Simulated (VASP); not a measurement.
Here is the system:

```
AgPt5P
1.0
    3.96301     0.00000     0.00000
    0.00000     3.96301     0.00000
    0.00000     0.00000     7.11801
Ag P Pt
1 1 5
Direct
  0.50000   0.50000   0.00000
  0.00000   0.00000   0.50000
  0.00000   0.00000   0.00000
  0.50000   0.00000   0.70299
  0.50000   0.00000   0.29701
  0.00000   0.50000   0.70299
  0.00000   0.50000   0.29701
```

All values below come from PBEsol GGA, VASP's PBE PAW potentials (set 64) (plane waves; VASP). Numerical set-up: 300 eV cut-off, 6×6×3 Γ-centred mesh, Gaussian smearing of 0.20 eV, potentials Ag P Pt.

At this cut-off the stress carries a Pulay error, which pulls relaxed volumes low. Unless said otherwise, spin-orbit coupling is left out, though it shifts the bands of the heavy elements here.

Question: What does the run give for the energy per atom (σ→0), pressure, band gap (on the k-mesh) with the smallest direct gap where there is one?

Answer: 
| Property | Value |
|---|---|
| band gap (on the k-mesh) | none (metal, semimetal or under 0.01 eV) |
| energy per atom (σ→0) | -6.454 eV/atom |
| pressure | -10.50 GPa |

The structure comes from a computed database's AgPPt5 entry (P4/mmm); how it stands against other phases isn't given here. The cell was not relaxed at this level.
